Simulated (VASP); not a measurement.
All values below come from PW91 GGA, VASP's PBE PAW potentials (set 64) (plane waves; VASP).

Input for VASP

### INCAR
```
ALGO  =  Normal
EDIFF  =  1E-7
ENCUT  =  520
GGA  =  91
ICHARG  =  11
ISMEAR  =  0
LASPH  =  T
LCHARG  =  F
LORBIT  =  11
LREAL  =  F
LWAVE  =  F
NELM  =  100
PREC  =  Accurate
SIGMA  =  0.05
SYSTEM  =  C
```

KPOINTS:
```
k-points along high-symmetry lines
15
Line-mode
Reciprocal
  0.000000   0.000000   0.000000 ! GAMMA
  0.500000   0.000000   0.500000 ! X

  0.500000   0.000000   0.500000 ! X
  0.625000   0.250000   0.625000 ! U

  0.375000   0.375000   0.750000 ! K
  0.000000   0.000000   0.000000 ! GAMMA

  0.000000   0.000000   0.000000 ! GAMMA
  0.500000   0.500000   0.500000 ! L

  0.500000   0.500000   0.500000 ! L
  0.500000   0.250000   0.750000 ! W

  0.500000   0.250000   0.750000 ! W
  0.500000   0.000000   0.500000 ! X
```

**POSCAR**
```
C
1.7872850
  0.0000000000   0.9999997407   0.9999997407
  0.9999997407   0.0000000000   0.9999997407
  0.9999997407   0.9999997407   0.0000000000
C
2
Direct
  0.0000000000   0.0000000000   0.0000000000
  0.2500000000   0.2500000000   0.2500000000
```

POTCAR, in this order: C (PBE.64 set). Program: vasp_std. Read from the step before: CHGCAR.

Output of the run:

**OUTCAR**
```
 ion  position               nearest neighbor table
   1  0.000  0.000  0.000-   2 1.55   2 1.55   2 1.55   2 1.55
   2  0.250  0.250  0.250-   1 1.55   1 1.55   1 1.55   1 1.55
  LATTYP: Found a face centered cubic cell.
 ALAT       =     3.5745690730
 Subroutine PRICEL returns:
 Original cell was already a primitive cell.
 Subroutine GETGRP returns: Found 48 space group operations
The static configuration has the point symmetry T_d .
 The point group associated with its full space group is O_h .
The dynamic configuration has the point symmetry T_d .
 Subroutine INISYM returns: Found 48 space group operations
   k-points           NKPTS =     90   k-points in BZ     NKDIM =     90   number of bands    NBANDS=      8
   number of dos      NEDOS =    301   number of ions     NIONS =      2
   total plane-waves  NPLWV =   8000
   dimension x,y,z NGX =    20 NGY =   20 NGZ =   20
   dimension x,y,z NGXF=    40 NGYF=   40 NGZF=   40
   ions per type =               2
   PREC   = accura    normal or accurate (medium, high low for compatibility)
   ISTART =      0    job   : 0-new  1-cont  2-samecut
   ICHARG =     11    charge: 1-file 2-atom 10-const
   ISPIN  =      1    spin polarized calculation?
   LNONCOLLINEAR =      F non collinear calculations
   LSORBIT =      F    spin-orbit coupling
   INIWAV =      1    electr: 0-lowe 1-rand  2-diag
   ENCUT  =  520.0 eV  38.22 Ry    6.18 a.u.   4.70  4.70  4.70*2*pi/ulx,y,z
   NELM   =    100;   NELMIN=  2; NELMDL= -5     # of ELM steps
   EDIFF  = 0.1E-06   stopping-criterion for ELM
   LREAL  =      F    real-space projection
   NLSPLINE    = F    spline interpolate recip. space projectors
   LMAXMIX     =    2 max onsite mixed and CHGCAR
   VOSKOWN=      0    Vosko Wilk Nusair interpolation
   EDIFFG = 0.1E-05   stopping-criterion for IOM
   NSW    =      0    number of steps for IOM
   NBLOCK =      1;   KBLOCK =      1    inner block; outer block
   IBRION =     -1    ionic relax: 0-MD 1-quasi-New 2-CG
   NFREE  =      0    steps in history (QN), initial steepest desc. (CG)
   ISIF   =      2    stress and relaxation
   ISYM   =      2    0-nonsym 1-usesym 2-fastsym
   TEIN   =    0.0    initial temperature
   TEBEG  =    0.0;   TEEND  =   0.0 temperature during run
   SMASS  =  -3.00    Nose mass-parameter (am)
   PSTRESS=    0.0 pullay stress
   NELECT =       8.0000    total number of electrons
   EFERMI =   0.00;   METHOD = LEGACY
   ISMEAR =     0;   SIGMA  =   0.05  broadening in eV -4-tet -1-fermi 0-gaus
   IALGO  =     38    algorithm
   LDIAG  =      T    sub-space diagonalisation (order eigenvalues)
   IMIX   =      4    mixing-type and parameters
     AMIX     =   0.40;   BMIX     =  1.00
     AMIX_MAG =   1.60;   BMIX_MAG =  1.00
     AMIN     =   0.10
   GGA     = 91    functional components
   VOSKOWN =     0    Vosko Wilk Nusair interpolation
   LHFCALC =     F    Hartree Fock is set to
   LHFONE  =     F    Hartree Fock one center treatment
   AEXX    =    0.0000 exact exchange contribution
   IVDW    =     0    specifies the selected vdW correction
   LEPSILON=     F    determine dielectric tensor
   LRPA    =     F    only Hartree local field effects (RPA)
  energy-cutoff  :      520.00
  volume of cell :       11.42
      direct lattice vectors                 reciprocal lattice vectors
     0.000000000  1.787284537  1.787284537    -0.279754001  0.279754001  0.279754001
     1.787284537  0.000000000  1.787284537     0.279754001 -0.279754001  0.279754001
     1.787284537  1.787284537  0.000000000     0.279754001  0.279754001 -0.279754001
 k-point     1 :   0.0000 0.0000 0.0000  plane waves:     331
 k-point     2 :   0.0357 0.0000 0.0357  plane waves:     319
 k-point     3 :   0.0714 0.0000 0.0714  plane waves:     315
 k-point     4 :   0.1071 0.0000 0.1071  plane waves:     307
 k-point     5 :   0.1429 0.0000 0.1429  plane waves:     307
 k-point     6 :   0.1786 0.0000 0.1786  plane waves:     303
 k-point     7 :   0.2143 0.0000 0.2143  plane waves:     303
 k-point     8 :   0.2500 0.0000 0.2500  plane waves:     303
 k-point     9 :   0.2857 0.0000 0.2857  plane waves:     311
...
```

### OSZICAR
```
       N       E                     dE             d eps       ncg     rms          rms(c)
DAV:   1     0.294940062240E+01    0.29494E+01   -0.50218E+03  1504   0.983E+02
DAV:   2    -0.154938145998E+02   -0.18443E+02   -0.16543E+02  2224   0.104E+02
DAV:   3    -0.156058771806E+02   -0.11206E+00   -0.11206E+00  1600   0.111E+01
DAV:   4    -0.156060264794E+02   -0.14930E-03   -0.14930E-03  2104   0.411E-01
DAV:   5    -0.156060265656E+02   -0.86281E-07   -0.86124E-07  1512   0.629E-03
DAV:   6    -0.156060265659E+02   -0.23181E-09   -0.22120E-09  2088   0.264E-04
   1 F= -.15606027E+02 E0= -.15606027E+02  d E =-.166020E-10
```

### OUTCAR
```
 val. band max:        9.5680030029   @ k =   0.0000   0.0000   0.0000

 cond. band min:      13.7242944647   @ k =   0.3571   0.0000   0.3571



 k-point     1 :       0.0000    0.0000    0.0000
  band No.  band energies     occupation
      1     -11.7676      2.00000
      2       9.5680      2.00000
      3       9.5680      2.00000
      4       9.5680      2.00000
      5      15.1656      0.00000
      6      15.1656      0.00000
      7      15.1656      0.00000
      8      22.7663      0.00000

 k-point     2 :       0.0357    0.0000    0.0357
  band No.  band energies     occupation
      1     -11.7207      2.00000
      2       9.3756      2.00000
      3       9.3756      2.00000
      4       9.4522      2.00000
      5      15.1282      0.00000
      6      15.3983      0.00000
      7      15.3983      0.00000
      8      22.8043      0.00000

 k-point     3 :       0.0714    0.0000    0.0714
  band No.  band energies     occupation
      1     -11.5802      2.00000
      2       8.8786      2.00000
      3       8.8786      2.00000
      4       9.1145      2.00000
      5      15.0209      0.00000
      6      16.0152      0.00000
      7      16.0152      0.00000
      8      22.8789      0.00000

 k-point     4 :       0.1071    0.0000    0.1071
  band No.  band energies     occupation
      1     -11.3463      2.00000
      2       8.2208      2.00000
      3       8.2208      2.00000
      4       8.5807      2.00000
      5      14.8572      0.00000
      6      16.8711      0.00000
      7      16.8711      0.00000
      8      22.8709      0.00000

 k-point     5 :       0.1429    0.0000    0.1429
  band No.  band energies     occupation
      1     -11.0198      2.00000
      2       7.5060      2.00000
      3       7.5060      2.00000
      4       7.8827      2.00000
      5      14.6560      0.00000
      6      17.8585      0.00000
      7      17.8585      0.00000
      8      22.5979      0.00000
...
```

The density is held fixed in this step, so its total energy and stress have no physical meaning.

The compound is C in the diamond structure. It was relaxed first.
